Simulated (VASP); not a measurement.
These are revTPSS meta-GGA, VASP's PBE PAW potentials (set 64) (plane waves; VASP) values and carry that method's errors.

A VASP calculation is set up with these files.

POSCAR:
```
Nb
1
   -1.6422994701     1.6422994701     1.6422994701
    1.6422994701    -1.6422994701     1.6422994701
    1.6422994701     1.6422994701    -1.6422994701
Nb
1
Direct
  0.0000000000   0.0000000000   0.0000000000
```

KPOINTS:
```
kpoints
0
gamma
16 16 16
```

INCAR:
```
# general
SYSTEM =Nb
PREC   =Accurate
ENCUT  =520
LREAL  =.FALSE.
LASPH  =.TRUE.

# electronic loop
EDIFF  =1E-7
NELM   =100
ALGO   =Normal
LMAXMIX=4
LMIXTAU=.TRUE.

# smearing
ISMEAR =1
SIGMA  =0.1

# functional
METAGGA=RTPSS

# ions
ISIF   =2

# output
LWAVE  =.FALSE.
LCHARG =.FALSE.
```

POTCAR, in this order: Nb_sv (PBE.64 set). Program: vasp_std.

The resulting files:

### OUTCAR
```
 ion  position               nearest neighbor table
   1  0.000  0.000  0.000-
  LATTYP: Found a body centered cubic cell.
 ALAT       =     3.2845989402
 Subroutine PRICEL returns:
 Original cell was already a primitive cell.
 Subroutine GETGRP returns: Found 48 space group operations
The static configuration has the point symmetry O_h .
The dynamic configuration has the point symmetry O_h .
 Subroutine INISYM returns: Found 48 space group operations
 Subroutine IBZKPT returns following result:
 Found    145 irreducible k-points:

 Following reciprocal coordinates:
            Coordinates               Weight
  0.000000  0.000000  0.000000      1.000000
  0.062500  0.000000  0.000000     12.000000
  0.125000  0.000000  0.000000     12.000000
  0.187500  0.000000  0.000000     12.000000
  0.250000  0.000000  0.000000     12.000000
  0.312500  0.000000  0.000000     12.000000
  0.375000  0.000000  0.000000     12.000000
  0.437500  0.000000  0.000000     12.000000
  0.500000  0.000000  0.000000      6.000000
  0.062500  0.062500  0.000000     24.000000
...
```

### OSZICAR
```
       N       E                     dE             d eps       ncg     rms          rms(c)
DAV:   1     0.137224186267E+03    0.13722E+03   -0.78324E+03  2916   0.134E+03
DAV:   2     0.197922357881E+02   -0.11743E+03   -0.11448E+03  3066   0.440E+02
DAV:   3     0.164610687258E+02   -0.33312E+01   -0.32201E+01  4216   0.720E+01
DAV:   4     0.163853505318E+02   -0.75718E-01   -0.75413E-01  3770   0.930E+00
DAV:   5     0.163837554308E+02   -0.15951E-02   -0.15945E-02  3844   0.113E+00    0.181E+01
DAV:   6     0.130164418555E+01   -0.15082E+02   -0.52086E+01  4836   0.784E+01    0.592E+00
DAV:   7     0.124182927542E+01   -0.59815E-01   -0.96591E-01  3264   0.132E+01    0.392E+00
DAV:   8     0.147103543540E+01    0.22921E+00   -0.58726E-01  3336   0.819E+00    0.572E-01
DAV:   9     0.117656863637E+01   -0.29447E+00   -0.16538E-01  3460   0.599E+00    0.508E-01
DAV:  10     0.117864408829E+01    0.20755E-02   -0.83178E-03  3874   0.104E+00    0.456E-01
DAV:  11     0.118765976255E+01    0.90157E-02   -0.13550E-02  4332   0.130E+00    0.484E-01
DAV:  12     0.117731601997E+01   -0.10344E-01   -0.78240E-03  4480   0.127E+00    0.468E-01
DAV:  13     0.117664109545E+01   -0.67492E-03   -0.82472E-04  3020   0.492E-01    0.283E-01
DAV:  14     0.117714415607E+01    0.50306E-03   -0.54204E-04  4172   0.239E-01    0.123E-01
DAV:  15     0.117706268071E+01   -0.81475E-04   -0.34255E-04  4340   0.210E-01    0.906E-03
DAV:  16     0.117703579189E+01   -0.26889E-04   -0.37079E-05  4942   0.575E-02    0.185E-02
DAV:  17     0.117704136928E+01    0.55774E-05   -0.73222E-06  4186   0.379E-02    0.166E-03
DAV:  18     0.117703265787E+01   -0.87114E-05   -0.10910E-06  3058   0.151E-02    0.286E-03
DAV:  19     0.117703530319E+01    0.26453E-05   -0.31441E-07  3156   0.751E-03    0.240E-03
DAV:  20     0.117703411209E+01   -0.11911E-05   -0.32531E-08  1554   0.294E-03    0.108E-03
DAV:  21     0.117703443426E+01    0.32218E-06   -0.15747E-08  1546   0.220E-03    0.198E-04
DAV:  22     0.117703395074E+01   -0.48352E-06   -0.92756E-09  1542   0.173E-03    0.231E-04
DAV:  23     0.117703412557E+01    0.17483E-06   -0.32348E-09  1546   0.114E-03    0.829E-05
DAV:  24     0.117703409991E+01   -0.25652E-07   -0.10432E-09  1546   0.483E-04
   1 F= 0.11770341E+01 E0= 0.11772729E+01  d E =-.716444E-03
```

File OUTCAR:
```
------------------------ aborting loop because EDIFF is reached ----------------------------------------
  FORCE on cell =-STRESS in cart. coord.  units (eV):
  Direction    XX          YY          ZZ          XY          YZ          ZX
  --------------------------------------------------------------------------------------
  Total       -0.0494831     -0.0494831     -0.0494831      0.0000000     -0.0000000      0.0000000
  in kB       -4.4745595     -4.4745595     -4.4745595      0.0000000     -0.0000000      0.0000000
  external PRESSURE =      -4.4745595 kB  Pullay stress =       0.0000000 kB
  volume of cell :       17.72
      direct lattice vectors                 reciprocal lattice vectors
    -1.642299470  1.642299470  1.642299470     0.000000000  0.304451173  0.304451173
     1.642299470 -1.642299470  1.642299470     0.304451173  0.000000000  0.304451173
     1.642299470  1.642299470 -1.642299470     0.304451173  0.304451173  0.000000000
 POSITION                                       TOTAL-FORCE (eV/Angst)
 -----------------------------------------------------------------------------------
      0.00000      0.00000      0.00000         0.000000      0.000000     -0.000000
 -----------------------------------------------------------------------------------
    total drift:                                0.000000      0.000000      0.000000
  FREE ENERGIE OF THE ION-ELECTRON SYSTEM (eV)
  ---------------------------------------------------
  free  energy   TOTEN  =         1.1770340999 eV

  energy  without entropy=        1.1777505438  energy(sigma->0) =        1.17727291
```
(Selected blocks of OUTCAR.)

The compound is Nb in the bcc structure. It was relaxed first.
